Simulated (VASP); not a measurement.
# Band edges against the vacuum: InP(110)

Where do the bulk band edges lie against the vacuum outside InP(110)?

Method: PBE; plane waves and PAW (In, P), in VASP 6.6.1.

This is a report of a sequence of runs, with most program output left out.

### Step 1. The starting structure

It takes space group F-43m (No. 216, cubic). The conventional cell has a = 5.870 Å, b = 5.870 Å, c = 5.870 Å, α = 90.00°, β = 90.00°, γ = 90.00°. Nearest to In lie 4 P at 2.54 Å. Nearest to P lie 4 In at 2.54 Å. Farther neighbours are not listed.

Coordinates:

```cif
data_structure
_symmetry_space_group_name_H-M 'F-43m'
_symmetry_Int_Tables_number 216
_cell_length_a 5.8700
_cell_length_b 5.8700
_cell_length_c 5.8700
_cell_angle_alpha 90.000
_cell_angle_beta 90.000
_cell_angle_gamma 90.000
_cell_volume 202.26
loop_
_atom_site_label
_atom_site_type_symbol
_atom_site_symmetry_multiplicity
_atom_site_Wyckoff_symbol
_atom_site_fract_x
_atom_site_fract_y
_atom_site_fract_z
_atom_site_occupancy
In1 In 4 a 0.00000 0.00000 0.00000 1
P1 P 4 d 0.25000 0.25000 0.75000 1
```

### Step 2. Relaxing the bulk crystal

The later steps need the crystal at this functional's own lattice; a raised cutoff keeps the stress reliable while the cell changes.

Contents of INCAR:

```
SYSTEM = InP
PREC = Accurate
ENCUT = 350
EDIFF = 1E-06
NELM = 120
ISMEAR = 0
SIGMA = 0.03
LREAL = .FALSE.
ALGO = Normal
GGA = PE
NBANDS = 10
LORBIT = 11
LWAVE = .FALSE.
LCHARG = .FALSE.
KPAR = 4
IBRION = 2
NSW = 40
ISIF = 3
EDIFFG = -0.02
POTIM = 0.4
```

Contents of POSCAR:

```
InP
1.0
    0.0000000000      2.9350000000      2.9350000000
    2.9350000000      0.0000000000      2.9350000000
    2.9350000000      2.9350000000      0.0000000000
In P
1 1
Direct
    0.0000000000      0.0000000000      0.0000000000
    0.2500000000      0.2500000000      0.2500000000
```

Contents of KPOINTS:

```
Automatic mesh
0
Gamma
6 6 6
0 0 0
```

Potentials, in the order of the species: In and P (PBE family, release 64).

Run with:

```
> mpirun -np 4 vasp_std
```

The job ended after 4 s (4 MPI ranks of Intel Xeon 6975P-C (Granite Rapids), shared host; peak memory 0.6 GiB).

The data set In keeps the semicore shell frozen, which is cheaper and a little less accurate. The run keeps the 24 symmetry operations of its start, so it cannot find a distortion of lower symmetry.

The steps of the relaxation:

```
step  energy less that of the first step (eV)  largest force (eV/Å)  pressure (GPa)  volume (Å³)
   1                                   0.0000                0.0000            4.70        50.57
   2                                  -0.0431                0.0000           -1.13        55.03
   3                                  -0.0469                0.0000            0.02        53.97
```

```
conventional cell, symmetrised  before  after  change
                         a (Å)   5.870  5.999  +2.2 %
                         b (Å)   5.870  5.999  +2.2 %
                         c (Å)   5.870  5.999  +2.2 %
              volume (Å³/atom)   25.28  26.98  +6.7 %
```

Final coordinates:

```
In P
1.0
     0.00000    2.99939    2.99939
     2.99939    0.00000    2.99939
     2.99939    2.99939    0.00000
In P
1 1
Direct
  0.00000 0.00000 0.00000
  0.25000 0.25000 0.25000
```

This step gave:

| Property | Result |
| --- | --- |
| electronic cycles | 28 |
| electrons | 8 |
| free energy (TOTEN) | -8.333 eV |
| Fermi energy | 3.434 eV |

The run ended after 3 ionic steps, 0.047 eV below its first step, once forces and stress met EDIFFG = -0.02.

### Step 3. Relax the host again, on a new basis

The volume changed by more than 5 %, so the plane waves of the start no longer fit; a second relaxation removes that error.

Changes to INCAR since step 2:

```diff
@@ -16,3 +16,3 @@
 IBRION = 2
-NSW = 40
+NSW = 30
 ISIF = 3
```

Contents of POSCAR:

```
InP
1.0
    0.0000000000      2.9993938375      2.9993938375
    2.9993938375      0.0000000000      2.9993938375
    2.9993938375      2.9993938375      0.0000000000
In P
1 1
Direct
    0.0000000000      0.0000000000      0.0000000000
    0.2500000000      0.2500000000      0.2500000000
```

KPOINTS is that of step 2.

Run with:

```
> mpirun -np 4 vasp_std
```

Wall time 2 s (4 MPI ranks); peak memory 0.57 GiB.

Little changed from the start: no atom moved by 0.005 Å and no cell edge by 0.1 %.

Numbers from this step:

```yaml
electronic_cycles: 13
```

The start already met the threshold, so nothing moved.

### Step 4. Band edges of the bulk

A static bulk run at the slab's cutoff gives the band edges and the core potentials that tie them to the slab.

Contents of INCAR:

```
SYSTEM = InP
PREC = Normal
ENCUT = 320
EDIFF = 1E-06
NELM = 120
ISMEAR = 0
SIGMA = 0.03
LREAL = .FALSE.
ALGO = Normal
GGA = PE
NBANDS = 10
LORBIT = 11
LWAVE = .FALSE.
LCHARG = .FALSE.
KPAR = 4
```

POSCAR is that of step 3.

Contents of KPOINTS:

```
Automatic mesh
0
Gamma
13 13 13
0 0 0
```

Run with:

```
> mpirun -np 4 vasp_std
```

Wall time 2.2 s (4 MPI ranks); peak memory 0.54 GiB; 6.9 s of CPU time.

The gap is read on the k-mesh alone, so it is an upper bound where the band edges lie off the mesh.

This step gave:

- free energy (TOTEN): -8.346 eV
- Fermi energy: 3.371 eV
- metallic: no
- gap on the k-mesh: 0.3825 eV
- least direct gap on the k-mesh: 0.3825 eV

### Step 5. Surface relaxation

System of this step: InP(110). The cell holds 18 atoms: 9 In and 9 P. Its edges and angles: a = 4.242 Å, b = 5.999 Å, c = 32.967 Å, α = 90.0°, β = 90.0°, γ = 90.0°. It derives from InP. 9 layers, cut at this functional's lattice. Vacuum lies along c.

All atoms relax at the fixed cell.

Contents of INCAR:

```
SYSTEM = InP
PREC = Normal
ENCUT = 320
EDIFF = 1E-05
NELM = 120
ISMEAR = 0
SIGMA = 0.03
LREAL = Auto
ALGO = Fast
GGA = PE
NBANDS = 54
LORBIT = 11
LWAVE = .FALSE.
LCHARG = .FALSE.
KPAR = 2
NCORE = 2
IBRION = 2
NSW = 60
ISIF = 2
EDIFFG = -0.03
POTIM = 0.4
MAXMIX = 40
IDIPOL = 3
LDIPOL = .TRUE.
DIPOL = 0.5 0.5 0.5
```

Contents of POSCAR:

```
InP
1.0
    4.2417834439      0.0000000000      0.0000000000
    0.0000000000      5.9987876750      0.0000000000
    0.0000000000      0.0000000000     32.9671337756
In P
9 9
Direct
    0.0000000000      0.0000000000      0.2426659200
    0.5000000000      0.5000000000      0.3069994400
    0.0000000000      0.0000000000      0.3713329600
    0.5000000000      0.5000000000      0.4356664800
    0.0000000000      0.0000000000      0.5000000000
    0.5000000000      0.5000000000      0.5643335200
    0.0000000000      0.0000000000      0.6286670400
    0.5000000000      0.5000000000      0.6930005600
    0.0000000000      0.0000000000      0.7573340800
    0.0000000000      0.7500000000      0.3069994400
    0.5000000000      0.2500000000      0.2426659200
    0.0000000000      0.7500000000      0.4356664800
    0.5000000000      0.2500000000      0.3713329600
    0.0000000000      0.7500000000      0.5643335200
    0.5000000000      0.2500000000      0.5000000000
    0.0000000000      0.7500000000      0.6930005600
    0.5000000000      0.2500000000      0.6286670400
    0.5000000000      0.2500000000      0.7573340800
```

Contents of KPOINTS:

```
Automatic mesh
0
Gamma
6 4 1
0 0 0
```

Run with:

```
> mpirun -np 4 vasp_std
```

It took 3.8 min on 4 MPI ranks; peak memory 1.1 GiB.

The run keeps the 4 symmetry operations of its start, so it cannot find a distortion of lower symmetry.

Relaxation path (22 of 29):

```
step  energy less that of the first step (eV)  largest force (eV/Å)
   1                                   0.0000                1.5317
   2                                  -0.2891                1.2655
   4                                  -0.9347                0.5668
   5                                  -1.1307                0.4098
   6                                  -1.1319                0.3823
   8                                  -1.1684                0.1749
   9                                  -1.1820                0.1327
  10                                  -1.1875                0.1418
  12                                  -1.1983                0.1371
  13                                  -1.2003                0.0936
  14                                  -1.2033                0.0495
  16                                  -1.2033                0.0551
  17                                  -1.2048                0.0371
  18                                  -1.2057                0.0422
  20                                  -1.2069                0.0428
  21                                  -1.2076                0.0328
  22                                  -1.2077                0.0326
  24                                  -1.2077                0.0357
  25                                  -1.2077                0.0421
  26                                  -1.2085                0.0311
  28                                  -1.2089                0.0409
  29                                  -1.2091                0.0279
```

The atoms that moved most (Å):

```
atom     dx      dy      dz  length
 In9  0.000   0.349  -0.439   0.561
 In1  0.000   0.349   0.439   0.561
 P11  0.000   0.105  -0.241   0.263
 P18  0.000   0.105   0.241   0.263
 In8  0.000  -0.077   0.110   0.135
 In2  0.000  -0.077  -0.110   0.135
 P10  0.000  -0.075   0.014   0.076
 P16  0.000  -0.075  -0.014   0.076
```

The relaxed structure:

```
In P
1.0
     4.24178    0.00000    0.00000
     0.00000    5.99879    0.00000
     0.00000    0.00000   32.96713
In P
9 9
Direct
  0.00000 0.05820 0.25597
  0.50000 0.48710 0.30365
  0.00000 0.99032 0.37212
  0.50000 0.48784 0.43509
  0.00000 0.99066 0.50000
  0.50000 0.48784 0.56491
  0.00000 0.99032 0.62788
  0.50000 0.48710 0.69635
  0.00000 0.05820 0.74403
  0.00000 0.73754 0.30741
  0.50000 0.26756 0.23535
  0.00000 0.73856 0.43592
  0.50000 0.24241 0.37004
  0.00000 0.73856 0.56408
  0.50000 0.24028 0.50000
  0.00000 0.73754 0.69259
  0.50000 0.24241 0.62996
  0.50000 0.26756 0.76465
```

Numbers from this step:

| Quantity | Value |
| --- | --- |
| electronic cycles | 205 |
| electrons | 72 |
| free energy (TOTEN) | -73.2721 eV |
| Fermi energy | -0.1713 eV |
| dipole moment | 0, 0, 0 e·Å |
| gap on the k-mesh | 0.7991 eV |
| least direct gap on the k-mesh | 0.7991 eV |

The run ended after 29 ionic steps, 1.209 eV below its first step, once the forces on the free atoms met EDIFFG = -0.03.

### Step 6. Vacuum level and density of states

A static run writes the electrostatic potential without exchange and correlation (LVHAR), which is flat in the vacuum and gives the level to count from. The dipole correction cancels the field that unlike faces would set up across the vacuum.

Contents of INCAR:

```
SYSTEM = InP
PREC = Normal
ENCUT = 320
EDIFF = 1E-06
NELM = 120
ISMEAR = 0
SIGMA = 0.03
LREAL = Auto
ALGO = Fast
GGA = PE
NBANDS = 54
LORBIT = 11
LWAVE = .FALSE.
LCHARG = .TRUE.
KPAR = 2
IDIPOL = 3
LDIPOL = .TRUE.
DIPOL = 0.5 0.5 0.5
LVHAR = .TRUE.
LVACPOTAV = .TRUE.
NEDOS = 1500
```

Contents of POSCAR:

```
InP
1.0
    4.2417834439      0.0000000000      0.0000000000
    0.0000000000      5.9987876750      0.0000000000
    0.0000000000      0.0000000000     32.9671337756
In P
9 9
Direct
    0.0000000000      0.0581952317      0.2559675902
    0.5000000000      0.4871026643      0.3036543447
    0.0000000000      0.9903240628      0.3721208259
    0.5000000000      0.4878438298      0.4350903789
    0.0000000000      0.9906566124      0.5000000000
    0.5000000000      0.4878438298      0.5649096211
    0.0000000000      0.9903240628      0.6278791741
    0.5000000000      0.4871026643      0.6963456553
    0.0000000000      0.0581952317      0.7440324098
    0.0000000000      0.7375367198      0.3074148473
    0.5000000000      0.2675581080      0.2353548805
    0.0000000000      0.7385592013      0.4359240415
    0.5000000000      0.2424136875      0.3700365093
    0.0000000000      0.7385592013      0.5640759585
    0.5000000000      0.2402763771      0.5000000000
    0.0000000000      0.7375367198      0.6925851527
    0.5000000000      0.2424136875      0.6299634907
    0.5000000000      0.2675581080      0.7646451195
```

KPOINTS is that of step 5.

Contents of KPOINTS_OPT:

```
Line mode
14
Line-mode
Reciprocal
  0.00000000   0.00000000   0.00000000 GAMMA
  0.50000000   0.00000000   0.00000000 X

  0.50000000   0.00000000   0.00000000 X
  0.50000000   0.50000000   0.00000000 S

  0.50000000   0.50000000   0.00000000 S
  0.00000000   0.50000000   0.00000000 Y

  0.00000000   0.50000000   0.00000000 Y
  0.00000000   0.00000000   0.00000000 GAMMA

  0.00000000   0.00000000   0.00000000 GAMMA
  0.50000000   0.50000000   0.00000000 S
```

Run with:

```
> mpirun -np 4 vasp_std
```

It took 99 s on 4 MPI ranks; peak memory 1.4 GiB; 6.6 min of CPU time.

Numbers from this step:

| Item | Value |
| --- | --- |
| electronic cycles | 28 |
| Fermi energy | -0.1803 eV |
| least gap on mesh and path | 0.799 eV |
| least direct gap on mesh and path | 0.799 eV |
| vacuum levels | 4.879, 4.879 eV |
| ionisation potentials of the upper and lower face | 5.195, 5.195 eV |
| electron affinities of the upper and lower face | 4.396, 4.396 eV |

The electronic bands at the labelled points (eV, zero at the valence-band top; v1 is the highest filled band, c1 the lowest empty one):

```
          point     v4     v3     v2     v1    c1    c2    c3    c4
              Γ  -0.17  -0.15  -0.08   0.00  0.80  1.42  1.89  1.96
0.46 of the way  -0.88  -0.78  -0.57  -0.32  2.00  2.19  2.19  2.45
              X  -1.29  -1.10  -0.79  -0.67  1.35  1.41  2.21  2.23
0.46 of the way  -1.11  -1.10  -0.73  -0.63  1.62  1.69  2.36  2.44
              S  -1.01  -0.91  -0.65  -0.57  1.32  1.72  1.78  2.59
0.46 of the way  -0.85  -0.83  -0.56  -0.55  2.11  2.24  2.34  2.63
              Y  -0.82  -0.79  -0.63  -0.62  1.44  1.52  1.71  1.81
0.54 of the way  -0.38  -0.37  -0.32  -0.29  1.63  1.65  1.75  1.85
              Γ  -0.17  -0.15  -0.08   0.00  0.80  1.42  1.89  1.96
0.54 of the way  -0.85  -0.73  -0.52  -0.44  1.76  2.07  2.27  2.46
              S  -1.01  -0.91  -0.65  -0.57  1.32  1.72  1.78  2.59
```

Of the projections kept (In, P), the largest for each band there; the rest of the weight can lie on other orbitals:

```
point      v4      v3      v2      v1       c1       c2       c3       c4
    Γ  P 0.66  P 0.61  P 0.62  P 0.64  In 0.51   P 0.52  In 0.59  In 0.73
    X  P 0.51  P 0.52  P 0.61  P 0.62  In 0.89  In 0.90  In 0.73  In 0.83
    S  P 0.55  P 0.54  P 0.60  P 0.64  In 0.77  In 0.75  In 0.64  In 0.58
    Y  P 0.51  P 0.52  P 0.58  P 0.59  In 0.74  In 0.68  In 0.76  In 0.60
    Γ  P 0.66  P 0.61  P 0.62  P 0.64  In 0.51   P 0.52  In 0.59  In 0.73
    S  P 0.55  P 0.54  P 0.60  P 0.64  In 0.77  In 0.75  In 0.64  In 0.58
```

The planar average of the electrostatic potential oscillates, so the rows of the table below give means over windows of 2.17 Å about each position, cut where the curve ends. Its maxima inside the range that stand out by 2 % of the span (Å: eV): 8.9: -1.84, 11.1: 0.914, 13.3: 0.400, 15.5: 0.558, 17.5: 0.558, 19.7: 0.400, 21.9: 0.914, 24.0: -1.84. Its minima: 7.9: -5.59, 10.1: -7.64, 12.2: -7.33, 14.3: -7.36, 16.5: -7.39, 18.7: -7.36, 20.7: -7.33, 22.9: -7.64, 25.1: -5.59.

Zero at the Fermi level. The planar average of the electrostatic potential by height; means over each step:

```
height (Å)  planar average of the electrostatic potential (eV)
      1.08                                                5.06
      3.25                                                5.06
      5.42                                                4.95
      7.59                                               -1.45
      9.77                                               -4.21
     11.93                                               -3.14
     14.11                                               -3.31
     16.27                                               -3.25
     18.45                                               -3.28
     20.62                                               -3.22
     22.79                                               -3.73
     24.95                                               -2.57
     27.12                                                4.73
     29.30                                                5.06
     31.46                                                5.06
```

Density of states in the PAW spheres, an atom over height of the layer and energy from the Fermi level.

Ten even steps from '0' (0.00 states/eV) to '9' (1.01 states/eV), each cell a mean:
```
0000000000000000
0000000000000000
2112111111112112
9523422222243259
6454555555554546
5464555555554645
3454556555554543
2344455444544432
1343355444533431
0111112111111110
1210001000000121
0210011011100120
0221011011101220
1641142122411461
1792399356932971
0351167154611530
0000000000000000
0000000000000000
0000000000000000
0000000000000000
0000000000000000
0000000000000000
```
Columns: height of the layer (Å) from 7.8 to 25.2 (not evenly spaced); rows upwards: energy from the Fermi level (eV) from -7.9 to 0.5.

Electrostatic potential energy in the cb plane at fractional x = 0.000, with atoms of In and P within 0.2 Å of it. With pseudopotentials it is smooth inside the atoms' cores, unlike the true potential.

Ten even steps from '0' (-41 eV) to '9' (5 eV), each cell a mean:
```
99999999999999999999753235788985211247999874
99999999999999999999876567766786422368766875
99999999999999999999998888400278655677200487
99999999999999999999999997100058888885000178
99999999999999999999999997100058999986000179
99999999999999999999999998510379999997301589
99999999999999999999999999877899999999877899
99999999999999999999999999999999999999999999
99999999999999999999999999999999999999999999
99999999999999999999999999999999999999999999
99999999999999999999999999999999999999999999
99999999999999999999988778999999999999999999
99999999999999999999865446899999888899999999
99999999999999999999742124799998644579999987
99999999999999999998631113689986322358999975
99999999999999999998631113689985211247999973
```
Columns run along c (16.0 Å, from fractional 0.00 to 0.49 of the cell; values clipped at the 3rd and 97th percentile), rows up along b (6.0 Å). Atoms in or near the plane, at fractional coordinates: In at (0.26, 0.06), In at (0.37, 0.99), P at (0.31, 0.74), P at (0.44, 0.74).

Valence density in the cb plane at fractional x = 0.000, with atoms of In and P within 0.2 Å of it. It is the smooth field of the valence electrons, not physical close to the nuclei.

Ten even steps from '0' (-0.04 e/Å³) to '9' (0.72 e/Å³), each cell a mean:
```
00000000000000000000122123443332100123333332
00000000000000000000112235677654211245677653
00000000000000000000011236998974322347989964
00000000000000000000001136930884212248803973
00000000000000000000000125831773111137713862
00000000000000000000000114788752100125888742
00000000000000000000000012466421100112566421
00000000000000000000000011222211000011222210
00000000000000000000000001111110000001111100
00000000000000000000000000010000000000000000
00000000000000000000011111000000000000000000
00000000000000000000112111100001111110000001
00000000000000000001122221110011111110000011
00000000000000000001221112110111222211000112
00000000000000000001220002211112211221111112
00000000000000000001121002221122100122111122
```
Columns run along c (16.0 Å, from fractional 0.00 to 0.49 of the cell), rows up along b (6.0 Å). Atoms in or near the plane, at fractional coordinates: In at (0.26, 0.06), In at (0.37, 0.99), P at (0.31, 0.74), P at (0.44, 0.74).

The map of layer states is cut here 0.5 eV above the Fermi level, so it leaves out the states above that.

The vacuum level lies 5.20 eV above the highest filled level at the upper face; both faces agree, as the slab has next to no dipole.

The program found no field-free point at its default tolerance, but its printed level agrees with the flat part of the planar average.

### Step 7. Lining up bulk and slab

This step: band edges against the vacuum, PBE; plane waves and PAW (VASP 6.6.1).

Derived from the runs above.

Numbers from this step:

```
ionisation energy       : 5.186 eV
offset spread           : 0.007600 eV
bulk gap                : 0.3825 eV
slab gap                : 0.799 eV
electron affinity       : 4.803 eV
buckling                : 0.6795 Å
tilt                    : 28.42 degree
surface energy, relaxed : 0.5788 J/m²
```

The averaged core potentials of the four middle atoms lie -3.537 eV from those of the bulk run. The bulk valence top (3.230 eV), moved by that offset, is taken from the upper vacuum level (4.879 eV).

### Step 8. Summary of results

| Item | Value |
| --- | --- |
| ionisation energy | 5.19 eV |
| electron affinity | 4.80 eV |
| buckling | 0.680 Å |
| surface energy, relaxed | 0.579 J/m² |

The bulk valence-band top lies 5.19 eV below the vacuum of InP(110), and the conduction-band bottom 4.80 eV. The top layer buckles by 0.68 Å, a tilt of 28°, with P outermost, as the anion takes the dangling-bond electrons and the cation flattens towards sp². The surface costs 0.58 J/m². The slab's least gap is 0.80 eV, against 0.38 eV in the bulk. Confinement widens it, surface states can narrow it, and the two gaps need not lie at the same wave vector; the faces' own affinities count to the slab's lowest empty state. The offsets of the four middle atoms spread by 0.01 eV; a shift common to all four would not show in it. One thickness was run. Semilocal band edges put the valence top too high and the gap too small. Spin-orbit coupling, left out here, would raise the valence top further.

[Lines on the potential files, build, host, timing and source positions are cut from VASP's logs without a mark.]

[Logs are printed without paths, hosts, clocks, repeated set-up lines and the standing remarks that a program may print on its own settings, such as how far it seeks lower states.]

[Hosts, paths, dates, database ids (printed as entryN), source tags and the programs' standing remarks are cut or masked in the printed files.]

[Runs that stopped without an error message from VASP are left out.]
